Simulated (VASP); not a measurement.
A VASP calculation is set up with these files.

### INCAR
```
# general
SYSTEM  =BN
PREC    =Accurate
ENCUT   =520   # plane-wave cut-off (eV)
LREAL   =.FALSE.
LASPH   =.TRUE.   # aspherical one-centre terms

# electronic loop
EDIFF   =1E-6
NELM    =100   # most electronic steps
ALGO    =Normal   # blocked Davidson

# smearing
ISMEAR  =0   # Gaussian
SIGMA   =0.05

# functional
GGA     =ML
LUSE_VDW=.TRUE.
AGGAC   =0.0
ZAB_VDW =-1.8867

# ions
IBRION  =2   # conjugate gradients
NSW     =60
ISIF    =3   # ions, shape and volume
EDIFFG  =-0.01

# output
LWAVE   =.FALSE.
LCHARG  =.FALSE.
```

KPOINTS:
```
K-points
0
G
11 11 11
```

**POSCAR**
```
BN
1
    0.0000000000     1.8075000000     1.8075000000
    1.8075000000     0.0000000000     1.8075000000
    1.8075000000     1.8075000000     0.0000000000
B N
1 1
Direct
  0.0000000000   0.0000000000   0.0000000000
  0.2500000000   0.2500000000   0.2500000000
```

POTCAR, in this order: B N (PBE.64 set). Program: vasp_std.

Translate this vdW-DF2 calculation to Quantum ESPRESSO's pw.x.

One equivalent input (not run):
```
&CONTROL
  calculation = 'vc-relax'
  pseudo_dir = './pseudo'
  outdir = './out'
  tprnfor = .true.
  tstress = .true.
  nstep = 60
  forc_conv_thr = 0.00039
/
&SYSTEM
  ibrav = 0
  nat = 2
  ntyp = 2
  ecutwfc = 84
  occupations = 'smearing'
  smearing = 'gaussian'
  degauss = 0.003675
  input_dft = 'vdw-df2'
/
&ELECTRONS
  conv_thr = 7.3e-08
  electron_maxstep = 100
/
&IONS
/
&CELL
/
ATOMIC_SPECIES
  B 10.810 B.upf
  N 14.007 N.upf
CELL_PARAMETERS angstrom
     0.0000000    1.8075000    1.8075000
     1.8075000    0.0000000    1.8075000
     1.8075000    1.8075000    0.0000000
ATOMIC_POSITIONS crystal
  B    0.0000000  0.0000000  0.0000000
  N    0.2500000  0.2500000  0.2500000
K_POINTS automatic
  11 11 11 0 0 0
```
Limits of the translation: the potentials are each code's own (VASP's PAW set, PseudoDojo norm-conserving files in pw.x), so ENCUT and ecutwfc are chosen apart and not converted; conv_thr bounds pw.x's estimated SCF error, while EDIFF bounds the energy change between steps; forc_conv_thr acts on force components and is met together with etot_conv_thr.

The compound is BN in the zinc blende structure. This run relaxes it. Symmetry was kept, so distortions that lower it aren't found.
